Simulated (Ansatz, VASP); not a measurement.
**Ga2Te3O in VASP and in Ansatz**

```
Ga Te O
1.0
     2.51226   -4.36084    0.00000
     2.51226    4.36084    0.00000
     0.00000    0.00000    7.30220
Ga Te O
2 3 1
Direct
  0.82535 0.17465 0.00000
  0.17465 0.82535 0.00000
  0.50000 0.50000 0.20278
  0.50000 0.50000 0.79722
  0.00000 0.00000 0.50000
  0.50000 0.50000 0.50000
```

Alike in both runs: functional PBE; k mesh 4 × 4 × 2; occupations gaussian, width 0.1 eV; no spin polarisation.

Ansatz relaxed the structure, and its values are those at the end. VASP's run is a single point on that final structure, the one shown.

|  | VASP | Ansatz |
| --- | --- | --- |
| version | VASP 6.6.1 | Ansatz 0.2.0 |
| potentials or method | VASP PAW PBE potentials, release 64 (Ga_d, Te, O) | scalar-relativistic, plane waves, PAW |
| plane-wave cutoff (eV) | 520 | 420 |
| valence electrons in the cell | 50 | 80 |

Ansatz gave:

* gap on the k mesh at the Fermi level (eV): none
* pressure (GPa): 0.1
* rms of the force components (eV/Å): 0.003

Problem. What did VASP give for the same quantities?

Solution. gap on the k mesh at the Fermi level (eV): none; pressure (GPa): -0.1; rms of the force components (eV/Å): 0.012.

A gap of «none» marks a metal or a gap that the smearing closes. With one functional, cell and mesh, what is left measures potentials, basis and numerics. The two sets of potentials don't hold the same shells in valence.

Caveats: the k mesh is coarse (spacing up to 0.43 Å⁻¹), so the values aren't converged. The runs have no spin-orbit coupling, so splittings on Te are missing.
